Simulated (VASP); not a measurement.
A VASP calculation is set up with these files.

INCAR:
```
SYSTEM = Zn4S2Se2
PREC = Accurate
ENCUT = 400
EDIFF = 1E-6
NELM = 100
ALGO = Normal
LREAL = .FALSE.
LASPH = .TRUE.
ISMEAR = 0
SIGMA = 0.05
GGA = PE
LMAXMIX = 4
LWAVE = .TRUE.
LCHARG = .FALSE.
```

KPOINTS:
```
Automatic mesh
0
Gamma
4 4 4
0 0 0
```

File POSCAR:
```
Zn4S2Se2
1.0
  5.5894993327   0.0000000000   0.0000000000
  0.0000000000   5.5894993327   0.0000000000
  0.0000000000   0.0000000000   5.5844838261
Zn Se S
4 2 2
Direct
  1.0000000000   0.0000000000   0.9867892617
  0.5000000000   0.5000000000   0.9867892617
  0.5000000000   0.0000000000   0.5132107383
  1.0000000000   0.5000000000   0.5132107383
  0.2500000000   0.2500000000   0.2500000000
  0.7500000000   0.7500000000   0.2500000000
  0.7500000000   0.2500000000   0.7500000000
  0.2500000000   0.7500000000   0.7500000000
```

POTCAR, in this order: Zn Se S (PBE.64 set). Program: vasp_std.

**Question.** Translate this PBE calculation to Quantum ESPRESSO's pw.x.

**Answer.** One equivalent input (not run):
```
&CONTROL
  calculation = 'scf'
  pseudo_dir = './pseudo'
  outdir = './out'
  tprnfor = .true.
  tstress = .true.
/
&SYSTEM
  ibrav = 0
  nat = 8
  ntyp = 3
  ecutwfc = 86
  occupations = 'smearing'
  smearing = 'gaussian'
  degauss = 0.003675
  input_dft = 'pbe'
/
&ELECTRONS
  conv_thr = 7.3e-08
  electron_maxstep = 100
/
ATOMIC_SPECIES
  Zn 65.380 Zn.upf
  Se 78.971 Se.upf
  S 32.060 S.upf
CELL_PARAMETERS angstrom
     5.5894993    0.0000000    0.0000000
     0.0000000    5.5894993    0.0000000
     0.0000000    0.0000000    5.5844838
ATOMIC_POSITIONS crystal
  Zn   1.0000000  0.0000000  0.9867893
  Zn   0.5000000  0.5000000  0.9867893
  Zn   0.5000000  0.0000000  0.5132107
  Zn   1.0000000  0.5000000  0.5132107
  Se   0.2500000  0.2500000  0.2500000
  Se   0.7500000  0.7500000  0.2500000
  S    0.7500000  0.2500000  0.7500000
  S    0.2500000  0.7500000  0.7500000
K_POINTS automatic
  4 4 4 0 0 0
```
The two are equivalent in intent, not identical: the potentials are each code's own (VASP's PAW set, PseudoDojo norm-conserving files in pw.x), so ENCUT and ecutwfc are chosen apart and not converted; conv_thr bounds pw.x's estimated SCF error, while EDIFF bounds the energy change between steps.

The structure was generated: Zn4S2Se2 was put into an ordered model structure (P-4m2), which need not be its known phase. It was relaxed first.
